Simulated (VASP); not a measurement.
Data:

```yaml
crystal:
  lattice:
    - [2.86146, 0.00000, 0.00000]
    - [0.00000, 2.86146, 0.00000]
    - [0.00000, 0.00000, 2.86146]
  atoms:
    - { symbol: Al, position: [0.50000, 0.50000, 0.50000] }
    - { symbol: Ni, position: [0.00000, 0.00000, 0.00000] }
```

Method: revTPSS meta-GGA, VASP's PBE PAW potentials (set 64) (plane waves; VASP). Numerical set-up: 520 eV cut-off, 14×14×14 Γ-centred mesh, tetrahedra with Blöchl corrections, potentials Al Ni.

**Question.** Give the energies of bands 1 to 9 at the high-symmetry points, in eV from the Fermi level.

**Answer.** 
```
band       Γ      X      M      R
----  ------  -----  -----  -----
1     -11.31  -7.02  -5.43  -4.23
2      -3.37  -6.92  -3.50  -4.23
3      -3.37  -2.87  -2.96  -4.23
4      -1.60  -2.33  -2.96  -1.01
5      -1.60  -2.33  -2.16  -1.01
6      -1.60  -1.51  -2.16   1.92
7       5.62  -0.66  -1.04   1.92
8       5.62   8.20   1.50   1.92
9       5.62  10.07   2.59   3.97
```

It has no gap at this level: it comes out as a metal or semimetal.

The compound is NiAl in the CsCl type structure. It was relaxed first. The run is not spin-polarised, so no magnetic state was tried. The electron count is odd and the run is not spin-polarised, which forces a metal.
